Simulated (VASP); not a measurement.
```
RbBr
1.0
    0.00000     3.54800     3.54800
    3.54800     0.00000     3.54800
    3.54800     3.54800     0.00000
Rb Br
1 1
Direct
  0.00000   0.00000   0.00000
  0.50000   0.50000   0.50000
```

Level of theory: PBE GGA, VASP's PBE PAW potentials (set 64) (plane waves; VASP). Numerical set-up: 520 eV cut-off, 7×7×7 Γ-centred mesh, Gaussian smearing of 0.050 eV, potentials Rb_sv Br.

Question: Estimate the energy per atom (σ→0), band gap (on the k-mesh) with the smallest direct gap where there is one.

Answer: 
```
Property                                      Value
-----------------------------------  --------------
band gap (on the k-mesh)                    4.11 eV
smallest direct gap (on the k-mesh)         4.11 eV
energy per atom (σ→0)                -3.056 eV/atom
```

The compound is RbBr in the rock salt structure. This cell is one point of a volume scan, at 1.03 of the reference volume.
